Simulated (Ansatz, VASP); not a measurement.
## Si (Silicon): VASP beside Ansatz

One calculation is typed for both programs; each brings its own data sets and cutoff. How far apart do they land?

Main program and level: Ansatz 0.2.0; plane waves, with VASP 6.6.1 beside it; relaxation of cell and atoms at r2SCAN.

## Step 1: Set-up

It takes space group Fd-3m (No. 227, cubic). The conventional cell has a = 5.431 Å, b = 5.431 Å, c = 5.431 Å, α = 90.00°, β = 90.00°, γ = 90.00°. Nearest to Si lie 4 Si at 2.35 Å.

Structure file:

```cif
data_structure
_symmetry_space_group_name_H-M 'Fd-3m:1'
_symmetry_Int_Tables_number 227
_cell_length_a 5.4309
_cell_length_b 5.4309
_cell_length_c 5.4309
_cell_angle_alpha 90.000
_cell_angle_beta 90.000
_cell_angle_gamma 90.000
_cell_volume 160.19
loop_
_atom_site_label
_atom_site_type_symbol
_atom_site_symmetry_multiplicity
_atom_site_Wyckoff_symbol
_atom_site_fract_x
_atom_site_fract_y
_atom_site_fract_z
_atom_site_occupancy
Si1 Si 8 b 0.00000 0.00000 0.50000 1
```

## Step 2: Ansatz: relaxation of cell and atoms, r2SCAN

Ansatz runs on its default PAW (the set named soft_2) files.

The relaxed volume is the usual yardstick between codes: its relative difference is about their pressure difference at one cell divided by the bulk modulus.

File input.yaml:

```yaml
crystal:
  lattice:
    - [0.0, 2.7154705, 2.7154705]
    - [2.7154705, 0.0, 2.7154705]
    - [2.7154705, 2.7154705, 0.0]
  atoms:
    - { symbol: Si, position: [0.0, 0.0, 0.0] }
    - { symbol: Si, position: [0.25, 0.25, 0.25] }
hamiltonian:
  xc: r2scan
  pseudopotentials: { kind: paw }
kpoints:
  mp_grid: { grid: [7, 7, 7] }
scf:
  occupations: { method: fermi_dirac, width: 0.05 }
relax:
  f_tol: 0.01
  max_steps: 60
  cell: { stress_tol: 0.05 }
output:
  forces: true
  stress: true
  write_density: true
  write_potential: true
  elf: true
  volumetric_format: npy
```

Run with:

```console
$ ansatz run input.yaml --threads 4 --pin off --max-ram 9216MiB --backend cpu --events-out ev --progress --plain --runs-dir out
```

Numbers of over 12 decimals in the logs are rounded to 6 here.

The log of the run:

```text
Engine: ansatz 0.2.0, aarch64-unknown-linux-gnu
Pseudopotentials: kind: paw
Pseudopotential: Si, paw, valence charge 4, recommended cutoff 500 eV (meta_gga), Si.paw.azcp
Functional definition: r2SCAN
  parameter k0 = 0.174
  parameter k1 = 0.065
  parameter a1 = 4.9479
  exchange = r2scan_x(k0 = k0, k1 = k1, a1 = a1)
  correlation = r2scan_c
Crystal: 2 atoms, lattice volume = 40.047 Å³
Basis set: ecut = 500 eV, 965 PW (Γ), exchange–correlation on 120×120×120 points (64 copies of the dense FFT grid, shifted against one another)
Bands: 8, of which v1, the nominal top of the filled ones, is band 4 counted from 1 (3 counted from 0)
Symmetry: 48 space group operations
Space group: Fd-3m (ITA 227), of the structure as read, at distance tolerance 3.4e-5 Å
k-points: 20 of 343
Non-local potential: Si, projectors of the file, l = 0: 2, l = 1: 2, l = 2: 2
PAW form: soft (Blöchl's): semilocal exchange-correlation on the pseudo side does not see the compensation charge
PAW frozen core: Si, regenerated for the run's functional (the file was generated under x = pbe(κ = 0.804, μ = 0.219515), c = pbe(β = 0.066725))
PAW one-centre angular grid: Si, 302 points (default); XC on 160 Gauss nodes
Initial density: superposition of atomic densities (neutral atoms: chi_scale 0, normalization atom), corrected by the library's trained network
Initial wavefunctions: pseudopotential atomic-orbital guess
Functional: x = r2scan, c = r2scan; τ floored in thin density (d = 2e-4 eV/Å³)
SCF iter   1: F=—  HF=-1278.108622 eV  |F-HF|=—  |Δ(HF+E_count)|=         —  Δρ=3.19e-3  dr2=2.94e-3  dr2_τ=1.26e-2  ethr=1.77e-3  ⟨swp⟩=5.8  Hψ=1461  notcnv=0
preconditioner: auto → none  [insulator: Δε(μ)=0.727 eV  Ē_g=10.088 eV  σ=0.050 eV  W_gap=1.00  n_scr=8 (ndim 8)  ℏωp=16.6 eV  f_vac=0.000  D(μ)=0.00/eV (n_scr^D=0)  ε∞_Penn≈3.7]
SCF iter   2: F=—  HF=-1278.124413 eV  |F-HF|=—  |Δ(HF+E_count)|=   1.58e-2  Δρ=1.89e-3  dr2=9.44e-4  dr2_τ=5.01e-6  ethr=3.67e-5  ⟨swp⟩=2.0  Hψ=479  notcnv=0
SCF iter   3: F=—  HF=-1278.124384 eV  |F-HF|=—  |Δ(HF+E_count)|=   2.88e-5  Δρ=2.80e-4  dr2=1.93e-5  dr2_τ=6.53e-7  ethr=1.18e-5  ⟨swp⟩=1.4  Hψ=181  notcnv=0
SCF iter   4: F=—  HF=-1278.124396 eV  |F-HF|=—  |Δ(HF+E_count)|=   1.14e-5  Δρ=5.25e-5  dr2=4.41e-7  dr2_τ=6.05e-9  ethr=2.41e-7  ⟨swp⟩=2.1  Hψ=237  notcnv=0
iter 5 did not close the SCF: its close was put off for the readings that it lacked (scf_convergence_deferred on its scf_iter line)
SCF iter   5: F=-1278.124396 eV  HF=-1278.124396 eV  |F-HF|=2.23e-8  |Δ(HF+E_count)|=   7.65e-7  Δρ=1.22e-5  dr2=3.05e-8  dr2_τ=2.73e-10  ethr=5.52e-9  ⟨swp⟩=2.1  Hψ=238  notcnv=0
SCF iter   6: F=-1278.124396 eV  HF=-1278.124396 eV  |F-HF|=2.17e-10  |Δ(HF+E_count)|=   2.51e-8  Δρ=1.30e-6  dr2=3.46e-10  dr2_τ=1.28e-12  ethr=3.82e-10  ⟨swp⟩=5.8  Hψ=840  notcnv=0
SCF 1 converged in 6 iterations: F = -1278.124396 eV  dr2 = 3.46e-10
  greatest PAW one-centre occupation: 0.643 electrons in one spin orbital (limit 2), on the Si atom at site 1 (counted from 0), in its partial waves of l = 0
relax step   1: F+E_penalty+E_count = -1278.12439647 eV  Δ(F+E_penalty+E_count) = +0.000e0 eV  max|allowed force component| = 1.850e-17 eV/Å  Δτ_max = 0.0000 Å  P = +0.746 GPa  Ω = 40.047 Å³  (6 SCF iters, dr2 threshold 1.00e-7 eV, accepted)
[...]
relax step   2: F+E_penalty+E_count = -1278.12505941 eV  Δ(F+E_penalty+E_count) = -6.629e-4 eV  max|allowed force component| = 4.163e-17 eV/Å  Δτ_max = 0.0000 Å  P = +0.150 GPa  Ω = 40.289 Å³  energy of the carried Pulay correction = -1.201e-5 eV  (4 SCF iters, dr2 threshold 2.00e-7 eV, accepted)
[...]
relax step   3: F+E_penalty+E_count = -1278.12508552 eV  Δ(F+E_penalty+E_count) = -2.611e-5 eV  max|allowed force component| = 8.211e-17 eV/Å  Δτ_max = 0.0000 Å  P = +0.002 GPa  Ω = 40.350 Å³  energy of the carried Pulay correction = -1.504e-5 eV  (3 SCF iters, dr2 threshold 5.64e-8 eV, accepted)
[...]
relax step   4: F+E_penalty+E_count = -1278.12510209 eV  Δ(F+E_penalty+E_count) = -1.656e-5 eV  max|allowed force component| = 1.064e-16 eV/Å  Δτ_max = 0.0000 Å  P = +0.001 GPa  Ω = 40.350 Å³  stress off target by 1.35e-3 GPa  SCF on the basis re-selected at this cell (its energy is not comparable with the rows above)  (3 SCF iters)
basis re-selected at this cell: Δ(F+E_penalty+E_count) = -1.656e-5 eV, ΔP = -0.000 GPa vs the last step (what re-selecting the basis moved, of the pressure what is left beyond the Pulay correction that the steps carried, after the strain that the cell walked since its last selection, with what the two solves' SCF thresholds leave and, on support functions, any second-order correction that the steps lacked; it is no m [...]
SCF converged after 3 iterations
Free energy (F): -1278.125102 eV
Harris-Foulkes:  -1278.125102 eV  (|F-HF|=3.96e-11)
Internal energy: -1278.125092 eV  (E = F + TS)
E sigma→0 (E₀):  -1278.125097 eV
Entropy (-TS):   -0.000010 eV (-0.005 meV/atom)
Fermi energy:    6.445010 eV
--- Per-component energies (eV) ---
  E_band       = 6.431138
  E_kinetic    = 80.834750
  E_local      = -53.826662  (includes V_loc(G=0)·N_el)
  E_nonlocal   = 49.985047
  E_hartree    = 15.011676
  E_xc         = -103.009667
  E_vxc        = -99.483420  (∫ρ·V_xc dr)
  E_paw        = -1039.020021  (= ΣΔE_a)
  E_vpaw       = -4.993010  (= ΣTr[D̂ρ^β])
  E_aug_tail   = 0.000009  (compensation charges beyond the density's cutoff)
  E_vtau       = 3.891062  (kinetic-family band-sum trace: ∫τ·v_τ [+ j·A + Jᵃ·Aᵃ] dr)
  E_ewald      = -227.947359
  E_core_change = -0.152866  (= ΣΔE_core)
  E_smearing   = -0.000010  (= −TS)
  E_closure    = 0.000000  (closes the sum)
  Σ components = -1278.125102   (vs F -1278.125102, Δ=0.00e0)
--- Forces (eV/Å), atoms counted from 1 ---
  atom   1  Si    -0.00000000    -0.00000000    -0.00000000
  atom   2  Si     0.00000000    -0.00000000     0.00000000
  max |Σ_I F_I| component: 6.25e-17 eV/Å
--- Stress (GPa, compression-positive) ---
        0.001352      -0.000000       0.000000
       -0.000000       0.001352      -0.000000
        0.000000      -0.000000       0.001352
  P = ⅓ Tr σ = 0.0014 GPa (0.014 kbar)
--- Band table (eV; the first three rows and the last of 20) ---
  k-point 0: bands = ["-6.4050", "6.0765", "6.0765", "6.0765", "8.8151", "8.8151", "8.8151", "9.9614"]
  k-point 1: bands = ["-6.1266", "4.0936", "5.7002", "5.7002", "8.7919", "9.3653", "9.3653", "11.6001"]
  k-point 2: bands = ["-5.3248", "1.3596", "5.1540", "5.1540", "8.2836", "9.8473", "9.8473", "13.9559"]
  k-point 19: bands = ["-2.4922", "-1.3618", "1.6757", "2.8522", "9.0809", "11.2608", "12.1370", "12.2797"]
--- Relaxed structure (3 steps of the walk, 3 accepted, 1 SCFs on fresh bases) ---
  F+E_penalty+E_count = -1278.12510209 eV   max|allowed force component| = 1.064e-16 eV/Å   (the final SCF, on the basis selected at the relaxed cell)
  cell:  # Å, volume = 40.3500 Å³
    - [0, 2.722312, 2.722312]
    - [2.722312, 0, 2.722312]
    - [2.722312, 2.722312, 0]
  atoms:
    - { symbol: Si, position: [0, 0, 0] }
    - { symbol: Si, position: [0.25, 0.25, 0.25] }
```

It took 1.6 s on 4 threads of Arm Neoverse V2, shared host; peak memory 0.4 GiB; 5 s of CPU time.

## Step 3: VASP: relaxation of cell and atoms, r2SCAN

The same cell, functional, mesh and smearing now go to VASP, with its own data sets and cutoff.

Lines of VASP's logs that name or quote its potential files are left out, and so is its time.

File INCAR:

```
SYSTEM = Si
PREC = Accurate
ENCUT = 520
EDIFF = 1E-06
NELM = 100
ISMEAR = -1
SIGMA = 0.05
LREAL = .FALSE.
ALGO = Normal
METAGGA = R2SCAN
LASPH = .TRUE.
NBANDS = 10
LORBIT = 11
LWAVE = .FALSE.
LCHARG = .FALSE.
KPAR = 2
IBRION = 2
NSW = 60
ISIF = 3
EDIFFG = -0.01
```

File POSCAR:

```
Si
1.0
    0.0000000000      2.7154705000      2.7154705000
    2.7154705000      0.0000000000      2.7154705000
    2.7154705000      2.7154705000      0.0000000000
Si
2
Direct
    0.0000000000      0.0000000000      0.0000000000
    0.2500000000      0.2500000000      0.2500000000
```

File KPOINTS:

```
Automatic mesh
0
Gamma
7 7 7
0 0 0
```

Potentials, in the order of the species: Si (PBE family, release 64).

Run with:

```console
$ mpirun -np 2 vasp_std
```

The log of the run:

```text
[banner, memory and clock lines left out]
running    2 mpi-ranks, on    1 nodes
 distrk:  each k-point on    1 cores,    2 groups
 distr:  one band on    1 cores,    1 groups

 POSCAR found type information on POSCAR Si
 POSCAR found :  1 types and       2 ions
|                                                                             |
|               ----> ADVICE to this user running VASP <----                  |
|                                                                             |
|     You enforced a specific xc type in the INCAR file but a different       |
|     [... a line on the potential file left out ...]
|     I HOPE YOU KNOW WHAT YOU ARE DOING!                                     |
|                                                                             |

 LDA part: xc-table for (None), standard interpolation
 POSCAR, INCAR and KPOINTS ok, starting setup
 FFT: planning ... GRIDC
 FFT: planning ... GRID_SOFT
 FFT: planning ... GRID
 WAVECAR not read
 entering main loop
       N       E                     dE             d eps       ncg     rms          rms(c)
DAV:   1    -0.138610157196E+01   -0.13861E+01   -0.34188E+03   400   0.651E+02
DAV:   2    -0.182501214856E+02   -0.16864E+02   -0.16449E+02   520   0.888E+01
DAV:   3    -0.187053572383E+02   -0.45524E+00   -0.45373E+00   522   0.126E+01
DAV:   4    -0.187088329770E+02   -0.34757E-02   -0.34742E-02   488   0.133E+00
DAV:   5    -0.187088598926E+02   -0.26916E-04   -0.26914E-04   464   0.111E-01    0.604E+00
DAV:   6    -0.175455347103E+02    0.11633E+01   -0.13836E-01   454   0.236E+00    0.416E+00
DAV:   7    -0.175427692913E+02    0.27654E-02   -0.15421E-01   432   0.206E+00    0.321E-01
DAV:   8    -0.175418053503E+02    0.96394E-03   -0.54518E-03   460   0.442E-01    0.396E-01
DAV:   9    -0.175419318053E+02   -0.12646E-03   -0.32179E-04   460   0.155E-01    0.484E-02
DAV:  10    -0.175419468564E+02   -0.15051E-04   -0.63374E-06   486   0.209E-02    0.101E-02
DAV:  11    -0.175419504225E+02   -0.35662E-05   -0.13790E-06   400   0.858E-03    0.262E-03
DAV:  12    -0.175419504356E+02   -0.13081E-07   -0.55699E-08   222   0.164E-03
   1 F= -.17541950E+02 E0= -.17541946E+02  d E =-.175420E+02
 curvature:   0.00 expect dE= 0.000E+00 dE for cont linesearch  0.000E+00
 trial: gam= 0.00000 g(F)=  0.265E-44 g(S)=  0.116E-02 ort = 0.000E+00 (trialstep = 0.100E+01)
 search vector abs. value=  0.116E-02
 bond charge predicted
       N       E                     dE             d eps       ncg     rms          rms(c)
DAV:   1    -0.175422444765E+02   -0.29405E-03   -0.16377E-02   434   0.613E-01    0.135E-01
DAV:   2    -0.175421683741E+02    0.76102E-04   -0.48625E-04   452   0.132E-01    0.898E-02
DAV:   3    -0.175420703108E+02    0.98063E-04   -0.20398E-04   414   0.707E-02    0.286E-02
DAV:   4    -0.175420698154E+02    0.49544E-06   -0.45309E-06   504   0.158E-02
   2 F= -.17542070E+02 E0= -.17542066E+02  d E =-.119380E-03
 trial-energy change:   -0.000119  1 .order   -0.000137   -0.001159    0.000885
 step:   0.5543(harm=  0.5670)  dis= 0.00000  next Energy=   -17.542269 (dE=-0.318E-03)
 bond charge predicted
       N       E                     dE             d eps       ncg     rms          rms(c)
DAV:   1    -0.175422974185E+02   -0.22711E-03   -0.33078E-03   436   0.276E-01    0.570E-02
DAV:   2    -0.175422830205E+02    0.14398E-04   -0.95664E-05   452   0.595E-02    0.387E-02
DAV:   3    -0.175422650895E+02    0.17931E-04   -0.40723E-05   416   0.316E-02    0.128E-02
DAV:   4    -0.175422659050E+02   -0.81545E-06   -0.85813E-07   340   0.707E-03
   3 F= -.17542266E+02 E0= -.17542262E+02  d E =-.315469E-03
 curvature:  -0.28 expect dE=-0.419E-08 dE for cont linesearch -0.419E-08
 trial: gam=-0.00356 g(F)=  0.472E-45 g(S)=  0.148E-07 ort = 0.414E-05 (trialstep = 0.911E+00)
 search vector abs. value=  0.100E-09
 reached required accuracy - stopping structural energy minimisation
```

Parts of OUTCAR (step 3):

```text
ion  position               nearest neighbor table
   1  0.000  0.000  0.000-   2 2.35   2 2.35   2 2.35   2 2.35
   2  0.250  0.250  0.250-   1 2.35   1 2.35   1 2.35   1 2.35

  LATTYP: Found a face centered cubic cell.
 ALAT       =     5.4309410000

 Subroutine GETGRP returns: Found 48 space group operations
 (whereof 24 operations were pure point group operations)

The static configuration has the point symmetry T_d .
 The point group associated with its full space group is O_h .

 Found     20 irreducible k-points:

   k-points           NKPTS =     20   k-points in BZ     NKDIM =     20   number of bands    NBANDS=     10

   dimension x,y,z NGX =    30 NGY =   30 NGZ =   30
   dimension x,y,z NGXF=    60 NGYF=   60 NGZF=   60

   ENCUT  =  520.0 eV  38.22 Ry    6.18 a.u.   7.14  7.14  7.14*2*pi/ulx,y,z

   NELECT =       8.0000    total number of electrons

 k-points in reciprocal lattice and weights: Automatic mesh
   0.00000000  0.00000000  0.00000000       0.003
   0.14285714  0.00000000  0.00000000       0.023
   0.28571429  0.00000000  0.00000000       0.023
   0.42857143  0.00000000  0.00000000       0.023
   0.14285714  0.14285714  0.00000000       0.017
   0.28571429  0.14285714  0.00000000       0.070
   0.42857143  0.14285714  0.00000000       0.070
  -0.42857143  0.14285714  0.00000000       0.070
  -0.28571429  0.14285714  0.00000000       0.070
[...]
-0.42857143  0.42857143  0.14285714       0.070
  -0.28571429  0.42857143  0.14285714       0.070

 average (electrostatic) potential at core
       1 -86.2284       2 -86.2284

 E-fermi :   6.0615

 k-point     1 :       0.0000    0.0000    0.0000
  band No.  band energies     occupation
      1      -6.8017      2.00000
      2       5.6878      1.99887
      3       5.6878      1.99887
      4       5.6878      1.99887
      5       8.4430      0.00000
      6       8.4430      0.00000
      7       8.4430      0.00000
      8       9.6131      0.00000
      9      13.8104      0.00000
    ...

 k-point     2 :       0.1429    0.0000    0.0000
  band No.  band energies     occupation
      1      -6.5228      2.00000
      2       3.7079      2.00000
      3       5.3120      2.00000
      4       5.3120      2.00000
      5       8.4241      0.00000
      6       8.9934      0.00000
      7       8.9934      0.00000
      8      11.2427      0.00000
      9      13.2575      0.00000
    ...

 k-point     3 :       0.2857    0.0000    0.0000
  band No.  band energies     occupation
      1      -5.7193      2.00000
      2       0.9715      2.00000
      3       4.7657      2.00000
      4       4.7657      2.00000
      5       7.9171      0.00000
      6       9.4756      0.00000
      7       9.4756      0.00000
      8      13.5909      0.00000
      9      13.5909      0.00000
    ...

  Total        0.0004519      0.0004519      0.0004519      0.0000000      0.0000000     -0.0000000
  in kB        0.0179881      0.0179881      0.0179881      0.0000000      0.0000000     -0.0000000
  external PRESSURE =       0.0179881 kB  Pullay stress =       0.0000000 kB

  energy-cutoff  :      520.00
  volume of cell :       40.25
      direct lattice vectors                 reciprocal lattice vectors
    -0.000000000  2.720064382  2.720064382    -0.183819178  0.183819178  0.183819178
     2.720064382  0.000000000  2.720064382     0.183819178 -0.183819178  0.183819178
     2.720064382  2.720064382  0.000000000     0.183819178  0.183819178 -0.183819178

 POSITION                                       TOTAL-FORCE (eV/Angst)
 -----------------------------------------------------------------------------------
      0.00000      0.00000      0.00000        -0.000000     -0.000000     -0.000000
      1.36003      1.36003      1.36003         0.000000      0.000000      0.000000
 -----------------------------------------------------------------------------------
    total drift:                               -0.000000     -0.000000     -0.000000

  FREE ENERGIE OF THE ION-ELECTRON SYSTEM (eV)
  ---------------------------------------------------
  free  energy   TOTEN  =       -17.5422659050 eV

  energy  without entropy=      -17.5422570952  energy(sigma->0) =      -17.54226150

 reached required accuracy - stopping structural energy minimisation

 total charge
# of ion       s       p       d       tot
------------------------------------------
    1        0.744   0.963   0.000   1.707
    2        0.744   0.963   0.000   1.707
--------------------------------------------------
tot          1.488   1.925   0.000   3.414

[... 3 further parts left out ...]
```

The PAW data sets were made with PBE, which is usual practice but a small mismatch for other functionals. The run keeps the 48 symmetry operations of its start, so it cannot find a distortion of lower symmetry.

## Step 4: Comparison

Known differences besides the potentials themselves: VASP keeps PBE cores, Ansatz makes them for the functional; both relaxations stop at a tolerance, which leaves soft axes loose, and VASP keeps its plane-wave basis; the cutoff is 500 eV in Ansatz and 520 eV in VASP; Ansatz adds a Pulay correction to the stress that steers its cell, VASP none. Total energies have different zeros and are not compared.

The two programs side by side:

```
                                         quantity  Ansatz   VASP  difference
                                      volume (Å³)   40.35  40.25     +0.25 %
edge a after relaxation, in the typed setting (Å)   3.850  3.847     +0.08 %
```

The walks stopped with 0.00 GPa left in Ansatz and 0.00 GPa in VASP; each walk ends within a tolerance, so the volume difference is uncertain by about these residues over the bulk modulus, most in soft cells.

## Step 5: What came out

| Quantity | Value |
| --- | --- |
| difference in volume (relaxation of cell and atoms, r2SCAN) | 0.25 % |

The difference in volume is 0.25 % (relaxation of cell and atoms, r2SCAN), within the 1.2 % picked in this series as the mark of a large difference, as far as the stopping tolerances let one tell. How closely two codes agree says nothing of how well the functional describes the real material.

[Lines on the potential files, build, host, timing and source positions are cut from VASP's logs without a mark.]

[Logs are printed without paths, hosts, clocks, repeated set-up lines and the standing remarks that a program may print on its own settings, such as how far it seeks lower states.]

[Hosts, paths, dates, database ids (printed as entryN), source tags and the programs' standing remarks are cut or masked in the printed files.]
